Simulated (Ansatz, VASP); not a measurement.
# InAs in two plane-wave programs, part 2 of 2

Aim: how closely do two programs agree when they are given the same cell, functional and k mesh? The cell is taken from a series of runs on this material, whose earlier steps may have relaxed, scaled, displaced or heated it; both programs get it as it stands.

VASP 6.6.1 and Ansatz 0.2.0.

So far: The structure; VASP: zone-centre phonons, LDA.

### Step 3. Ansatz: zone-centre phonons, LDA

Level of this step: Ansatz beside VASP: Kohn-Sham DFT, plane waves, LDA (Ansatz).

Ansatz runs on its PAW soft_1 files.

The same cell, functional (in two slightly different forms), mesh and smearing now go to Ansatz, which takes its cutoff from its data sets.

Input file input.yaml:

```yaml
crystal:
  lattice:
    - [-0.0328104859, 3.0102302788, 3.0102302788]
    - [3.0102302788, -0.0328104859, 3.0102302788]
    - [3.0102302788, 3.0102302788, -0.0328104859]
  atoms:
    - { symbol: As, position: [0.7490548151, 0.7490548151, 0.7490548151] }
    - { symbol: In, position: [0.0009451849, 0.0009451849, 0.0009451849] }
kpoints:
  mp_grid: { grid: [12, 12, 12] }
hamiltonian:
  xc: lda
  pseudopotentials: { kind: paw, azcp: { folder: soft_1 }, xc_functional: pbe }
scf:
  occupations: { method: methfessel_paxton, width: 0.2 }
output:
  eigenvalues: true
phonons:
  method: dfpt
```

Command:

```console
$ ansatz run input.yaml --threads 4 --pin off --max-ram 10240MiB --backend cpu --events-out ev --progress --plain --runs-dir out
```

Numbers of over 12 decimals in the logs are rounded to 6 here.

Output:

```text
Engine: ansatz 0.2.0, aarch64-unknown-linux-gnu
Pseudopotentials: kind: paw
Pseudopotential: As, paw, valence charge 15, recommended cutoff 420 eV (normal), soft_1/As.paw.azcp
Pseudopotential: In, paw, valence charge 13, recommended cutoff 420 eV (normal), soft_1/In.paw.azcp
Functional definition: SPW92
  exchange = slater_x
  correlation = pw_c
Crystal: 2 atoms, lattice volume = 55.446 Å³
Basis set: ecut = 420 eV, 1067 PW (Γ), exchange–correlation on 60×60×60 points (8 copies of the dense FFT grid, shifted against one another)
Bands: 18, of which v1, the nominal top of the filled ones, is band 14 counted from 1 (13 counted from 0)
Symmetry: 6 space group operations
k-points: 476 of 1728 (irreducible under 2 space group operations, time reversal used)
Non-local potential: As, projectors of the file, l = 0: 2, l = 1: 2, l = 2: 3, l = 3: 1
Non-local potential: In, projectors of the file, l = 0: 2, l = 1: 2, l = 2: 2, l = 3: 1
PAW form: soft (Blöchl's): semilocal exchange-correlation on the pseudo side does not see the compensation charge
PAW frozen core: As, regenerated for the run's functional, and the local potential with it (the file was generated under x = pbe(κ = 0.804, μ = 0.219515), c = pbe(β = 0.066725))
PAW frozen core: In, regenerated for the run's functional, and the local potential with it (the file was generated under x = pbe(κ = 0.804, μ = 0.219515), c = pbe(β = 0.066725))
PAW one-centre angular grid: As, 590 points (default); XC on 64 Gauss nodes
PAW one-centre angular grid: In, 590 points (default); XC on 64 Gauss nodes
Initial density: superposition of atomic densities (chi_scale 0.1, normalization cell, long waves kept (reshape's long-wave potential 0.00 eV rms))
Initial wavefunctions: pseudopotential atomic-orbital guess
Functional: x = slater, c = lda
SCF iter   1: F=—  HF=-10231.423640 eV  |F-HF|=—  |Δ(HF+E_count)|=         —  Δρ=2.77e-2  dr2=3.77e-1  ethr=3.10e-3  ⟨swp⟩=5.2  Hψ=43706  notcnv=0
preconditioner: auto → Kerker (q_TF=auto, 2.435 Å⁻¹)  [metal: Δε(μ)=0.095 eV  Ē_g=14.648 eV  σ=0.200 eV  W_gap=0.37  n_scr=14 (ndim 8)  ℏωp=21.2 eV  f_vac=0.008  D(μ)=0.05/eV (n_scr^D=0)]
SCF iter   2: F=—  HF=-10231.349290 eV  |F-HF|=—  |Δ(HF+E_count)|=   7.43e-2  S|Δr|=    0.00e0  Δρ=1.75e-2  dr2=1.70e-1  ethr=1.35e-3  ⟨swp⟩=2.0  Hψ=14040  notcnv=0
SCF iter   3: F=—  HF=-10231.299179 eV  |F-HF|=—  |Δ(HF+E_count)|=   5.01e-2  S|Δr|=    0.00e0  Δρ=3.20e-3  dr2=1.09e-2  ethr=6.06e-4  ⟨swp⟩=2.9  Hψ=12244  notcnv=0
SCF iter   4: F=—  HF=-10231.298067 eV  |F-HF|=—  |Δ(HF+E_count)|=   1.11e-3  S|Δr|=    0.00e0  Δρ=1.30e-3  dr2=2.10e-3  ethr=3.91e-5  ⟨swp⟩=2.1  Hψ=12822  notcnv=0
SCF iter   5: F=—  HF=-10231.298075 eV  |F-HF|=—  |Δ(HF+E_count)|=   8.71e-6  S|Δr|=    0.00e0  Δρ=3.69e-4  dr2=1.10e-4  ethr=7.49e-6  ⟨swp⟩=2.0  Hψ=15070  notcnv=0
SCF iter   6: F=—  HF=-10231.298085 eV  |F-HF|=—  |Δ(HF+E_count)|=   9.70e-6  S|Δr|=    0.00e0  Δρ=1.58e-4  dr2=1.61e-5  ethr=3.93e-7  ⟨swp⟩=2.0  Hψ=15233  notcnv=0
SCF iter   7: F=—  HF=-10231.298059 eV  |F-HF|=—  |Δ(HF+E_count)|=   2.58e-5  S|Δr|=    0.00e0  Δρ=4.38e-5  dr2=1.01e-6  ethr=5.74e-8  ⟨swp⟩=2.0  Hψ=15233  notcnv=0
SCF iter   8: F=—  HF=-10231.298060 eV  |F-HF|=—  |Δ(HF+E_count)|=   8.89e-7  S|Δr|=    0.00e0  Δρ=7.74e-6  dr2=4.19e-8  ethr=3.60e-9  ⟨swp⟩=2.0  Hψ=15234  notcnv=0
SCF iter   9: F=—  HF=-10231.298060 eV  |F-HF|=—  |Δ(HF+E_count)|=   1.68e-8  S|Δr|=    0.00e0  Δρ=2.47e-6  dr2=7.41e-9  ethr=1.50e-10  ⟨swp⟩=2.0  Hψ=15233  notcnv=0
SCF iter  10: F=—  HF=-10231.298060 eV  |F-HF|=—  |Δ(HF+E_count)|=   1.88e-9  S|Δr|=    0.00e0  Δρ=7.44e-7  dr2=6.05e-10  ethr=2.64e-11  ⟨swp⟩=1.8  Hψ=9018  notcnv=0
SCF iter  11: F=—  HF=-10231.298060 eV  |F-HF|=—  |Δ(HF+E_count)|=  1.27e-10  S|Δr|=    0.00e0  Δρ=1.71e-7  dr2=1.42e-11  ethr=2.16e-12  ⟨swp⟩=2.0  Hψ=9654  notcnv=0
SCF iter  12: F=-10231.298060 eV  HF=-10231.298060 eV  |F-HF|=1.82e-12  |Δ(HF+E_count)|=  1.09e-11  S|Δr|=    0.00e0  Δρ=4.03e-8  dr2=1.26e-12  ethr=1.00e-12  ⟨swp⟩=5.1  Hψ=32440  notcnv=0
SCF 1 converged in 12 iterations: F = -10231.298060 eV  dr2 = 1.26e-12
  greatest PAW one-centre occupation: 0.999 electrons in one spin orbital (limit 2), on the As atom at site 0 (counted from 0), in its partial waves of l = 2
DFPT response loops at Γ: preconditioner auto → Kerker (q_TF=auto, 2.435 Å⁻¹) (partly filled bands, converged f_vac=0.090); β = 1.00, the filter's whole step (`scf.mixing.beta` (0.50) is not read by the response loops under this deck's `scf.mixing.preconditioner`; to damp them name `kerker` or `kerker_dos`, under which they read `scf.mixing.beta`, and type it under 1.00, their step now; both keys bind the ground state too); Broyden in place of MSR1
SCF converged after 12 iterations
Stability not checked: this state was not tested for a lower state beside it, because cold or Methfessel-Paxton smearing, or corrected tetrahedra, fill the levels in a way that the test cannot read (fill_not_monotonic; see scf.lower_state_search)
Free energy (F): -10231.298060 eV
Harris-Foulkes:  -10231.298060 eV  (|F-HF|=1.82e-12)
Internal energy: -10231.298494 eV  (E = F + TS)
E sigma→0 (E₀):  -10231.298169 eV
Entropy (-TS):   0.000434 eV (0.217 meV/atom)
Fermi energy:    7.376185 eV
Step filling:    the computed levels leave a gap of 0.1051 eV = 0.5 smearing widths at the electron count; against every level under it full and every level over it empty, smearing changes F+E_penalty+E_count by +0.194 meV and its σ→0 estimate by +0.085 meV
--- Per-component energies (eV) ---
  E_band       = -328.174249
  E_kinetic    = 318.167880
  E_local      = -3490.062407  (includes V_loc(G=0)·N_el)
  E_nonlocal   = -59.482518
  E_hartree    = 1732.469175
  E_xc         = -212.197303
  E_vxc        = -164.501699  (∫ρ·V_xc dr)
  E_paw        = -6001.815125  (= ΣΔE_a)
  E_vpaw       = -397.233939  (= ΣTr[D̂ρ^β])
  E_aug_tail   = 0.000082  (compensation charges beyond the density's cutoff)
  E_ewald      = -2520.738042
  E_core_change = 2.359764  (= ΣΔE_core)
  E_smearing   = 0.000434  (= −TS)
  E_closure    = -0.000000  (closes the sum)
  Σ components = -10231.298060   (vs F -10231.298060, Δ=0.00e0)
--- Band table (eV; the first three rows and the last of 476) ---
  k-point 0: bands = [... 10 lower, -4.5983, 6.8569, 7.2842, 7.2842, 7.3917, 11.1024, 11.1024, 11.2663]
  k-point 1: bands = [... 10 lower, -4.5263, 5.9058, 7.1940, 7.2865, 8.0002, 11.1434, 11.2395, 11.3818]
  k-point 2: bands = [... 10 lower, -4.3185, 4.6936, 6.9753, 7.0630, 8.4193, 11.4937, 11.5573, 11.6855]
  k-point 475: bands = [... 10 lower, -3.0822, 1.5365, 6.2632, 6.2632, 7.9676, 11.8620, 11.8620, 13.9635]
--- Phonons (Γ-DFPT): 2 representative perturbations + reference, on 476 of 1728 k-points (Σ response iterations 7) ---
  k mesh reduced under 2 symmetry operations, with k and −k counted as one. Each operation leaves every solved perturbation unchanged. A smaller set is not used because it would not reduce the number of displacements times k-points to solve
  ASR residual: 1.808e-5 → 0.000e0 eV/Å²; symmetrization residual: 1.359e-5 eV/Å²
  ASR residual per site (eV/Å²): 6.02e-6 1.81e-5
  Γ frequencies (cm⁻¹): 0.00 0.00 0.00 209.39 209.39 211.68
  non-analytic LO–TO correction: not included (Born effective charges unavailable; polar crystals: no LO–TO splitting at Γ)
```

Reading the cycles: dr2 is the Hartree energy of the density residual (eV), the measure of convergence; HF is the Harris–Foulkes estimate of the energy, which meets the free energy F at convergence.

### Step 4. Side by side

Known differences besides the potentials themselves: the two LDA forms differ slightly; the data sets hold 28 valence electrons in Ansatz (on its PAW soft_1 files) and 18 in VASP; the cutoff is 420 eV in Ansatz and 500 eV in VASP; VASP's log shows a relativistic correction to its local exchange, Ansatz's none. Total energies have different zeros and are not compared.

Compared:

| quantity | Ansatz | VASP | difference |
| --- | --- | --- | --- |
| optical mode 1 to 2 (cm⁻¹) | 209.4 | 210.2 | -0.39 % |
| optical mode 3 (cm⁻¹) | 211.7 | 212.5 | -0.39 % |

Modes are paired by rising frequency, not by their patterns, so a pair may set unlike modes beside each other; they are those without the splitting of longitudinal modes.

### Step 5. Summary of results

```json
{
 "r.m.s. difference of the optical zone-centre modes, each program's sorted by frequency (zone-centre phonons, LDA)": "0.83 cm⁻¹"
}
```

What this shows: The r.m.s. difference of the optical zone-centre modes, each program's sorted by frequency is 0.83 cm⁻¹ (zone-centre phonons, LDA). The data sets hold unlike numbers of valence electrons (28 in Ansatz and 18 in VASP), so part of the differences comes from the potentials. How closely two codes agree says nothing of how well the functional describes the real material.

[Lines on the potential files, build, host, timing and source positions are cut from VASP's logs without a mark.]

[Logs are printed without paths, hosts, clocks, repeated set-up lines and the standing remarks that a program may print on its own settings, such as how far it seeks lower states.]

[Hosts, paths, dates, database ids (printed as entryN), source tags and the programs' standing remarks are cut or masked in the printed files.]
